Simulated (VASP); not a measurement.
A convergence study with VASP on BAs (zinc blende): one setting is varied, all else stays as given below, so the limit is that of these other settings. Each run relaxes cell and ions from the cell shown. The basis is that of the starting cell, so low cut-offs carry a Pulay error.

```xyz
2
Lattice="0.0000 2.3900 2.3900 2.3900 0.0000 2.3900 2.3900 2.3900 0.0000" Properties=species:S:1:pos:R:3 pbc="T T T"
B      0.0000     0.0000     0.0000
As     1.1950     1.1950     1.1950
```

All values below come from PBE GGA, VASP's PBE PAW potentials (set 64) (plane waves; VASP 6.6.1). The tightest run used: 800 eV cut-off, 8×8×8 Γ-centred mesh, Gaussian smearing of 0.050 eV, potentials B As.

Gaps are read on the run's mesh, which can miss a band edge.

Problem. The settings run are ENCUT = 250; ENCUT = 300; ENCUT = 350; ENCUT = 400; ENCUT = 450; ENCUT = 500; ENCUT = 550; ENCUT = 600; ENCUT = 650; ENCUT = 700; ENCUT = 750; ENCUT = 800. From which on does the relaxed volume stay within 0.05 Å³/atom of the tightest run?

Solution. From ENCUT = 350 on: it is off by 0.020 there and by no more than 0.05 in any finer run, while ENCUT = 300 is off by 0.076.
```csv
setting,relaxed volume (Å³/atom),E (eV/atom),gap on the mesh (eV),plane waves,difference judged (Å³/atom)
ENCUT = 250,13.733,-5.6747,1.191,259,0.234
ENCUT = 300,13.892,-5.6987,1.206,332,0.076
ENCUT = 350,13.947,-5.7043,1.211,416,0.020
ENCUT = 400,13.965,-5.7054,1.212,531,0.002
ENCUT = 450,13.968,-5.7054,1.213,609,0.000
ENCUT = 500,13.967,-5.7056,1.213,702,0.001
ENCUT = 550,13.966,-5.7058,1.213,821,0.002
ENCUT = 600,13.965,-5.7061,1.213,941,0.002
ENCUT = 650,13.965,-5.7063,1.213,1036,0.002
ENCUT = 700,13.966,-5.7065,1.213,1174,0.001
ENCUT = 750,13.967,-5.7065,1.213,1288,0.000
ENCUT = 800,13.967,-5.7065,1.213,1424,0.000
```

Left out are rungs that failed or repeat a setting and relaxations that didn't move; long series are thinned to 24 rows.

The compound is BAs in the zinc blende structure.
